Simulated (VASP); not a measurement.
These are PBE GGA, VASP's PBE PAW potentials (set 64) (plane waves; VASP) values and carry that method's errors.

The input files of a VASP run:

File KPOINTS:
```
Automatic
0
gamma
10 10 6
0 0 0
```

**INCAR**
```
! general
SYSTEM   =  Ho
PREC     =  Accurate
ENCUT    =  175
LREAL    =  .False.
LASPH    =  .True.

! electronic loop
EDIFF    =  1E-6
NELM     =  100
ALGO     =  Normal
LMAXMIX  =  6

! smearing
ISMEAR   =  1
SIGMA    =  0.1

! functional
GGA      =  PE

! ions
ISIF     =  2

! output
LWAVE    =  .False.
LCHARG   =  .False.
```

File POSCAR:
```
Ho
1
    1.8258000000    -3.1623780000     0.0000000000
    1.8258000000     3.1623780000     0.0000000000
    0.0000000000     0.0000000000     5.7324000000
Ho
2
Direct
  0.3333330000   0.6666670000   0.2500000000
  0.6666670000   0.3333330000   0.7500000000
```

POTCAR, in this order: Ho_3 (PBE.64 set). Program: vasp_std.

Output

File OUTCAR:
```
 ion  position               nearest neighbor table
   1  0.333  0.667  0.250-   2 3.56   2 3.56   2 3.56   2 3.56   2 3.56   2 3.56
   2  0.667  0.333  0.750-   1 3.56   1 3.56   1 3.56   1 3.56   1 3.56   1 3.56
  LATTYP: Found a hexagonal cell.
 ALAT       =     3.6515996844
 C/A-ratio  =     1.5698325379
 Subroutine PRICEL returns:
 Original cell was already a primitive cell.
 Subroutine GETGRP returns: Found 24 space group operations
The static configuration has the point symmetry D_3d.
 The point group associated with its full space group is D_6h.
The dynamic configuration has the point symmetry D_3d.
 Subroutine INISYM returns: Found 24 space group operations
 Subroutine IBZKPT returns following result:
 Found     56 irreducible k-points:

 Following reciprocal coordinates:
            Coordinates               Weight
  0.000000  0.000000  0.000000      1.000000
  0.100000 -0.000000  0.000000      6.000000
  0.200000 -0.000000  0.000000      6.000000
  0.300000 -0.000000  0.000000      6.000000
  0.400000  0.000000  0.000000      6.000000
  0.500000  0.000000  0.000000      3.000000
  0.100000  0.100000  0.000000      6.000000
...
```

### OSZICAR
```
       N       E                     dE             d eps       ncg     rms          rms(c)
DAV:   1     0.250157937408E+02    0.25016E+02   -0.53421E+03  2080   0.648E+02
DAV:   2    -0.750485643223E+01   -0.32521E+02   -0.31623E+02  2151   0.226E+02
DAV:   3    -0.893211233459E+01   -0.14273E+01   -0.13924E+01  2398   0.326E+01
DAV:   4    -0.897837851761E+01   -0.46266E-01   -0.40645E-01  2285   0.600E+00
DAV:   5    -0.898025721753E+01   -0.18787E-02   -0.18760E-02  2444   0.945E-01    0.228E+01
DAV:   6    -0.896964832791E+01    0.10609E-01   -0.27202E-02  2352   0.169E+00    0.137E+01
DAV:   7    -0.897216651111E+01   -0.25182E-02   -0.51651E-02  2252   0.235E+00    0.275E-01
DAV:   8    -0.897185433467E+01    0.31218E-03   -0.34176E-03  2113   0.519E-01    0.566E-02
DAV:   9    -0.897187139765E+01   -0.17063E-04   -0.23935E-04  2404   0.154E-01    0.349E-02
DAV:  10    -0.897187519533E+01   -0.37977E-05   -0.39234E-05  2354   0.546E-02    0.510E-02
DAV:  11    -0.897186670935E+01    0.84860E-05   -0.50917E-06  2030   0.199E-02    0.362E-03
DAV:  12    -0.897186571284E+01    0.99651E-06   -0.36994E-07  1203   0.741E-03
   1 F= -.89718657E+01 E0= -.89733099E+01  d E =0.433264E-02
```

### OUTCAR
```
------------------------ aborting loop because EDIFF is reached ----------------------------------------
  FORCE on cell =-STRESS in cart. coord.  units (eV):
  Direction    XX          YY          ZZ          XY          YZ          ZX
  --------------------------------------------------------------------------------------
  Total       -0.9072506     -0.9072504     -1.3636865      0.0000000     -0.0000000     -0.0000000
  in kB      -21.9585870    -21.9585820    -33.0059062      0.0000000     -0.0000000     -0.0000000
  external PRESSURE =     -25.6410251 kB  Pullay stress =       0.0000000 kB
  volume of cell :       66.20
      direct lattice vectors                 reciprocal lattice vectors
     1.825800000 -3.162378000  0.000000000     0.273852558 -0.158108866  0.000000000
     1.825800000  3.162378000  0.000000000     0.273852558  0.158108866  0.000000000
     0.000000000  0.000000000  5.732400000     0.000000000  0.000000000  0.174447003
 POSITION                                       TOTAL-FORCE (eV/Angst)
 -----------------------------------------------------------------------------------
      1.82580      1.05413      1.43310        -0.000000      0.000000      0.000000
      1.82580     -1.05413      4.29930         0.000000     -0.000000      0.000000
 -----------------------------------------------------------------------------------
    total drift:                                0.000003      0.000095     -0.000011
  FREE ENERGIE OF THE ION-ELECTRON SYSTEM (eV)
  ---------------------------------------------------
  free  energy   TOTEN  =        -8.9718657128 eV

  energy  without entropy=       -8.9761983519  energy(sigma->0) =       -8.97330993
```
(Selected blocks of OUTCAR.)

The 4f electrons are frozen in the core of the lanthanide potential, so 4f levels, which can set the real gap, and their magnetism are missing. At this cut-off the stress carries a Pulay error, which pulls relaxed volumes low.

The compound is Ho in the hcp structure. The cell was not relaxed at this level. The run is one of a series of settings (ENCUT = 175 against the base run), some of them coarse on purpose.
